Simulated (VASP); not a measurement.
Consider the following.

```
CELL_PARAMETERS angstrom
      2.09772    -5.18704     0.00000
      2.09772     5.18704     0.00000
      0.00000     0.00000     3.78702
ATOMIC_POSITIONS crystal
  Y  0.14022 0.85978 0.25000
  Y  0.85978 0.14022 0.75000
  Si 0.42391 0.57609 0.25000
  Si 0.57609 0.42391 0.75000
```

Level of theory: LDA (Ceperley-Alder, Perdew-Zunger), VASP's LDA PAW potentials (set 64) (plane waves; VASP 6.6.1). Numerical set-up: 400 eV cut-off, 9×9×9 Γ-centred mesh, tetrahedra with Blöchl corrections, potentials Y_sv Si.

### Question
Estimate the energy per atom (σ→0), band gap (on the k-mesh) with the smallest direct gap where there is one.

### Answer

```yaml
band gap (on the k-mesh): none (metal, semimetal or under 0.01 eV)
energy per atom (σ→0): -713.1 kJ/mol of atoms
```

The absolute energy has meaning only against runs of the same code, potentials and settings.

The structure comes from a computed database's YSi entry (Cmcm); how it stands against other phases isn't given here. It was relaxed first, which changed the volume by -5 %.
